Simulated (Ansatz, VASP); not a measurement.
## Si: VASP beside Ansatz

File INCAR:

```
SYSTEM = Si
PREC = Accurate
ENCUT = 520
EDIFF = 1E-7
ISMEAR = 0
SIGMA = 0.01
LREAL = .False.
LASPH = .True.
NELM = 60
ALGO = Normal
ISIF = 2
LWAVE = .False.
LCHARG = .False.
GGA = PS
NBANDS = 11
```

File KPOINTS:

```
regular mesh
0
Gamma
  8 8 8
  0 0 0
```

The input POSCAR:

```
Si
1.0
    0.0000000000      2.7167280764      2.7167280764
    2.7167280764      0.0000000000      2.7167280764
    2.7167280764      2.7167280764      0.0000000000
Si
2
Direct
    0.2500000000      0.2500000000      0.2500000000
    0.0000000000      0.0000000000      0.0000000000
```

Input for Ansatz:

```yaml
crystal:
  lattice:
    - [0.0, 2.71672807639, 2.71672807639]
    - [2.71672807639, 0.0, 2.71672807639]
    - [2.71672807639, 2.71672807639, 0.0]
  atoms:
    - { symbol: Si, position: [0.25, 0.25, 0.25] }
    - { symbol: Si, position: [0.0, 0.0, 0.0] }
kpoints:
  mp_grid: { grid: [8, 8, 8] }
scf:
  occupations: { method: fixed }
hamiltonian:
  xc: pbesol
  pseudopotentials: { kind: paw }
output:
  forces: true
  stress: true
  eigenvalues: true
  eigenstates:
    nscf_kmesh: { grid: [12, 12, 12] }
    de_dk: true
    e_range: [-9, 10.46458464297]
  optics:
    e_range: [0, 30]
    de: 0.2
    sigma: 0.15
    bands: { spectra_wanted_up_to: 30 }
    nscf_kmesh: { grid: [12, 12, 12] }
checkpoint:
  write: ck
  write_wavefunctions: false
```

Alike in both runs: task single point; functional PBEsol; k mesh 8 × 8 × 8; no spin polarisation.

|  | VASP | Ansatz |
| --- | --- | --- |
| version | VASP 6.6.1 | Ansatz 0.2.0 |
| potentials or method | VASP PAW PBE potentials, release 64 (Si) | PAW with Ansatz's default frozen-core files, scalar-relativistic |
| plane-wave cutoff (eV) | 520 | 420 |
| occupations | gaussian, width 0.01 eV | fixed |
| valence electrons in the cell | 8 | 8 |

Ansatz gave:

```
gap on the k mesh at the Fermi level (eV) : 0.51
pressure (GPa)                            : 0.0
```

Q: What did VASP give for the same quantities?

A: gap on the k mesh at the Fermi level (eV): 0.51; pressure (GPa): 0.1.

Caveats: the PAW data sets were made with another functional, which shifts forces and pressure a little (VASP). A k mesh can miss the band edges.
